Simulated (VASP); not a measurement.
Calculation: PBE GGA, VASP's PBE PAW potentials (set 64) (plane waves; VASP 6.6.1).

VASP input:

**POSCAR**
```
ZnS
1.0
  1.9224926603  -3.3298549215   0.0000000000
  1.9224926603   3.3298549215   0.0000000000
  0.0000000000   0.0000000000   6.2991473197
Zn S
2 2
direct
  0.6666670000   0.3333330000   0.5001177716
  0.3333330000   0.6666670000   0.0001177716
  0.6666670000   0.3333330000   0.8748822284
  0.3333330000   0.6666670000   0.3748822284
```

File KPOINTS:
```
Automatic mesh
0
Gamma
6 6 4
0 0 0
```

INCAR:
```
SYSTEM = ZnS
PREC = Accurate
ENCUT = 480
EDIFF = 1E-7
NELM = 100
ALGO = Normal
LREAL = .FALSE.
LASPH = .TRUE.
ISMEAR = 0
SIGMA = 0.05
GGA = PE
LMAXMIX = 4
LWAVE = .FALSE.
LCHARG = .FALSE.
ISIF = 2
```

POTCAR, in this order: Zn S (PBE.64 set). Program: vasp_std.

What VASP printed:

OUTCAR:
```
 ion  position               nearest neighbor table
   1  0.667  0.333  0.500-   4 2.36   4 2.36   4 2.36   3 2.36
   2  0.333  0.667  0.000-   3 2.36   3 2.36   3 2.36   4 2.36
   3  0.667  0.333  0.875-   2 2.36   2 2.36   2 2.36   1 2.36
   4  0.333  0.667  0.375-   1 2.36   1 2.36   1 2.36   2 2.36
  LATTYP: Found a hexagonal cell.
 ALAT       =     3.8449852831
 C/A-ratio  =     1.6382760546
 Subroutine PRICEL returns:
 Original cell was already a primitive cell.
 Subroutine GETGRP returns: Found 12 space group operations
The static configuration has the point symmetry C_3v.
 The point group associated with its full space group is C_6v.
The dynamic configuration has the point symmetry C_3v.
 Subroutine INISYM returns: Found 12 space group operations
 Subroutine IBZKPT returns following result:
 Found     21 irreducible k-points:

 Following reciprocal coordinates:
            Coordinates               Weight
  0.000000  0.000000  0.000000      1.000000
  0.166667  0.000000  0.000000      6.000000
  0.333333 -0.000000  0.000000      6.000000
  0.500000  0.000000  0.000000      3.000000
  0.166667  0.166667  0.000000      6.000000
  0.333333  0.166667  0.000000     12.000000
  0.333333  0.333333  0.000000      2.000000
  0.000000  0.000000  0.250000      2.000000
  0.166667  0.000000  0.250000     12.000000
  0.333333 -0.000000  0.250000     12.000000
  0.500000  0.000000  0.250000      6.000000
  0.166667  0.166667  0.250000     12.000000
  0.333333  0.166667  0.250000     24.000000
  0.333333  0.333333  0.250000      4.000000
  0.000000  0.000000  0.500000      1.000000
  0.166667  0.000000  0.500000      6.000000
  0.333333 -0.000000  0.500000      6.000000
  0.500000  0.000000  0.500000      3.000000
  0.166667  0.166667  0.500000      6.000000
  0.333333  0.166667  0.500000     12.000000
  0.333333  0.333333  0.500000      2.000000
   k-points           NKPTS =     21   k-points in BZ     NKDIM =     21   number of bands    NBANDS=     22
   number of dos      NEDOS =    301   number of ions     NIONS =      4
   total plane-waves  NPLWV =  37632
   dimension x,y,z NGX =    28 NGY =   28 NGZ =   48
   dimension x,y,z NGXF=    56 NGYF=   56 NGZF=   96
   ions per type =               2   2
   PREC   = accura    normal or accurate (medium, high low for compatibility)
   ISTART =      0    job   : 0-new  1-cont  2-samecut
   ICHARG =      2    charge: 1-file 2-atom 10-const
   ISPIN  =      1    spin polarized calculation?
   LNONCOLLINEAR =      F non collinear calculations
   LSORBIT =      F    spin-orbit coupling
   INIWAV =      1    electr: 0-lowe 1-rand  2-diag
   ENCUT  =  480.0 eV  35.28 Ry    5.94 a.u.   6.87  6.87 11.25*2*pi/ulx,y,z
   NELM   =    100;   NELMIN=  2; NELMDL= -5     # of ELM steps
   EDIFF  = 0.1E-06   stopping-criterion for ELM
   LREAL  =      F    real-space projection
   NLSPLINE    = F    spline interpolate recip. space projectors
   LMAXMIX     =    4 max onsite mixed and CHGCAR
   VOSKOWN=      0    Vosko Wilk Nusair interpolation
   EDIFFG = 0.1E-05   stopping-criterion for IOM
   NSW    =      0    number of steps for IOM
   NBLOCK =      1;   KBLOCK =      1    inner block; outer block
   IBRION =     -1    ionic relax: 0-MD 1-quasi-New 2-CG
   NFREE  =      0    steps in history (QN), initial steepest desc. (CG)
   ISIF   =      2    stress and relaxation
   ISYM   =      2    0-nonsym 1-usesym 2-fastsym
   TEIN   =    0.0    initial temperature
   TEBEG  =    0.0;   TEEND  =   0.0 temperature during run
   SMASS  =  -3.00    Nose mass-parameter (am)
   PSTRESS=    0.0 pullay stress
   NELECT =      36.0000    total number of electrons
   EFERMI =   0.00;   METHOD = LEGACY
   ISMEAR =     0;   SIGMA  =   0.05  broadening in eV -4-tet -1-fermi 0-gaus
...
```

OSZICAR:
```
       N       E                     dE             d eps       ncg     rms          rms(c)
DAV:   1     0.227637807910E+03    0.22764E+03   -0.16866E+04   924   0.186E+03
DAV:   2     0.528978078742E+01   -0.22235E+03   -0.21694E+03  1008   0.363E+02
DAV:   3    -0.141357736136E+02   -0.19426E+02   -0.19316E+02  1110   0.112E+02
DAV:   4    -0.145376302732E+02   -0.40186E+00   -0.40161E+00  1086   0.169E+01
DAV:   5    -0.145458077716E+02   -0.81775E-02   -0.81769E-02  1110   0.229E+00    0.965E+00
DAV:   6    -0.136721028184E+02    0.87370E+00   -0.20152E+00  1456   0.430E+01    0.752E+00
DAV:   7    -0.137067879670E+02   -0.34685E-01   -0.19632E+00   972   0.804E+00    0.329E+00
DAV:   8    -0.136887008696E+02    0.18087E-01   -0.12694E-01  1244   0.482E+00    0.111E+00
DAV:   9    -0.136895117290E+02   -0.81086E-03   -0.19981E-02  1246   0.266E+00    0.282E-01
DAV:  10    -0.136896820407E+02   -0.17031E-03   -0.15151E-03  1068   0.422E-01    0.178E-01
DAV:  11    -0.136899262809E+02   -0.24424E-03   -0.32098E-04  1020   0.121E-01    0.789E-02
DAV:  12    -0.136899334375E+02   -0.71567E-05   -0.23062E-05  1306   0.692E-02    0.143E-02
DAV:  13    -0.136899357217E+02   -0.22841E-05   -0.38543E-06  1044   0.171E-02    0.869E-03
DAV:  14    -0.136899362073E+02   -0.48564E-06   -0.10686E-06  1104   0.109E-02    0.246E-03
DAV:  15    -0.136899361637E+02    0.43580E-07   -0.10792E-07   746   0.240E-03
   1 F= -.13689936E+02 E0= -.13689936E+02  d E =-.723013E-13
```

**OUTCAR**
```
------------------------ aborting loop because EDIFF is reached ----------------------------------------
  FORCE on cell =-STRESS in cart. coord.  units (eV):
  Direction    XX          YY          ZZ          XY          YZ          ZX
  --------------------------------------------------------------------------------------
  Total        0.0999941      0.0999941      0.1230155      0.0000000      0.0000000      0.0000000
  in kB        1.9864755      1.9864755      2.4438165      0.0000000      0.0000000      0.0000000
  external PRESSURE =       2.1389225 kB  Pullay stress =       0.0000000 kB
  volume of cell :       80.65
      direct lattice vectors                 reciprocal lattice vectors
     1.922492660 -3.329854921  0.000000000     0.260079016 -0.150156692  0.000000000
     1.922492660  3.329854921  0.000000000     0.260079016  0.150156692  0.000000000
     0.000000000  0.000000000  6.299147320     0.000000000  0.000000000  0.158751645
  FREE ENERGIE OF THE ION-ELECTRON SYSTEM (eV)
  ---------------------------------------------------
  free  energy   TOTEN  =       -13.6899361637 eV

  energy  without entropy=      -13.6899361637  energy(sigma->0) =      -13.68993616
```
(Selected blocks of OUTCAR.)

The compound is ZnS in the wurtzite structure, the high-temperature form. It was relaxed first.
